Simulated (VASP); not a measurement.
The system is Na2Sc.

```
Na Sc
1.0
     3.37309    0.00000    0.00000
    -1.68654    2.92118    0.00000
     0.00000    0.00000    5.63005
Na Sc
2 1
Direct
  0.33333 0.66667 0.25000
  0.66667 0.33333 0.75000
  0.00000 0.00000 0.00000
```

The cell was built by a generator and needn't be a form met in nature.

* Program: VASP 6.6.1
* Task: relaxation of cell and atoms
* Functional: RPBE
* Potentials or basis: VASP PAW PBE potentials, release 64 (Na_pv, Sc_sv)
* Cutoff: 600 eV
* k mesh: 9 × 9 × 5
* Occupations: methfessel-paxton, width 0.1 eV
* Spin: no spin polarisation

At the start: pressure 31.5 GPa; volume 18.49 Å³/atom.

Question: How do energy, volume and symmetry change on relaxing?

Answer: Over 20 steps the energy falls by 1853.9 meV/atom and the volume is 30.80 Å³/atom (+66.6 %); space group P-3m1 (No. 164, to 0.05 Å).

Step by step:
| step | energy change (eV) | largest force (eV/Å) | pressure (GPa) | volume (Å³) |
| --- | --- | --- | --- | --- |
| 1 | 0.0000 | 4.0953 | 31.53 | 55.47 |
| 2 | -4.1014 | 1.3340 | 3.80 | 90.12 |
| 3 | -4.4038 | 0.8513 | 0.73 | 102.64 |
| 4 | -4.3587 | 0.1863 | -2.07 | 131.08 |
| 5 | -4.4736 | 0.5047 | -0.93 | 114.52 |
| 6 | -4.4742 | 0.5545 | -0.71 | 112.55 |
| 7 | -4.6960 | 0.4589 | -1.01 | 111.25 |
| 8 | -5.2906 | 0.1017 | -1.47 | 105.50 |
| 9 | -5.0022 | 0.3299 | -0.39 | 87.40 |
| 10 | -5.4812 | 0.1152 | -1.50 | 101.28 |
| 11 | -5.5154 | 0.1888 | -1.38 | 98.70 |
| 12 | -5.5135 | 0.1751 | -1.41 | 99.26 |
| 13 | -5.5480 | 0.1319 | 0.50 | 89.75 |
| 14 | -5.5509 | 0.1423 | 0.01 | 91.71 |
| 15 | -5.5549 | 0.1096 | 0.06 | 91.73 |
| 16 | -5.5581 | 0.0504 | 0.12 | 91.76 |
| 17 | -5.5608 | 0.0327 | -0.02 | 92.42 |
| 18 | -5.5614 | 0.0233 | -0.11 | 92.83 |
| 19 | -5.5614 | 0.0219 | -0.11 | 92.88 |
| 20 | -5.5617 | 0.0070 | 0.00 | 92.40 |

Final structure:
```cif
data_structure
_symmetry_space_group_name_H-M 'P 1'
_symmetry_Int_Tables_number 1
_cell_length_a 3.4375
_cell_length_b 3.4375
_cell_length_c 9.0296
_cell_angle_alpha 90.000
_cell_angle_beta 90.000
_cell_angle_gamma 120.000
_cell_volume 92.40
loop_
_atom_site_label
_atom_site_type_symbol
_atom_site_fract_x
_atom_site_fract_y
_atom_site_fract_z
_atom_site_occupancy
Na1 Na 0.33333 0.66667 0.32422 1
Na2 Na 0.66667 0.33333 0.67578 1
Sc1 Sc 0.00000 0.00000 0.00000 1
```

Caveat: the volume moved by over 15 % at a fixed basis, so the end points are rough; the PAW data sets were made with another functional, which shifts forces and pressure a little.
